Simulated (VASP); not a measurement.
Computed with vdW-DF2, VASP's PBE PAW potentials (set 64) (plane waves; VASP).

Input for VASP

INCAR:
```
ISMEAR = 1   ! Methfessel-Paxton
ZAB_VDW = -1.8867
NELM = 100   ! most electronic steps
GGA = ML
SIGMA = 0.1
LCHARG = .FALSE.
EDIFF = 1E-7
LASPH = .TRUE.
ISIF = 2   ! forces and stress, cell fixed
LREAL = .FALSE.   ! projection in real space or not
LWAVE = .FALSE.
SYSTEM = HfN
ENCUT = 520
ALGO = Normal   ! blocked Davidson
LMAXMIX = 6   ! l cut-off of mixed one-centre charges
AGGAC = 0.0
PREC = Accurate
LUSE_VDW = .TRUE.
```

### POSCAR
```
HfN
1
    0.0000000000     2.2638081083     2.2638081083
    2.2638081083     0.0000000000     2.2638081083
    2.2638081083     2.2638081083     0.0000000000
Hf N
1 1
Direct
  0.0000000000   0.0000000000   0.0000000000
  0.5000000000   0.5000000000   0.5000000000
```

KPOINTS:
```
Automatic mesh
0
Gamma
14 14 14
0 0 0
```

POTCAR, in this order: Hf_pv N (PBE.64 set). Program: vasp_std.

### Question
What will the output report for the number of irreducible k-points (NKPTS), largest plane-wave count, number of space-group operations, FFT grid (NGX, NGY, NGZ)?

### Answer

```json
{
 "number of irreducible k-points (NKPTS)": "104",
 "largest_plane_wave_count": "637",
 "number_of_space_group_operations": "48",
 "FFT grid (NGX, NGY, NGZ)": "24 × 24 × 24"
}
```

The compound is HfN in the rock salt structure. This cell is one point of a volume scan, at 0.94 of the reference volume. The electron count is odd and the run is not spin-polarised, which forces a metal.
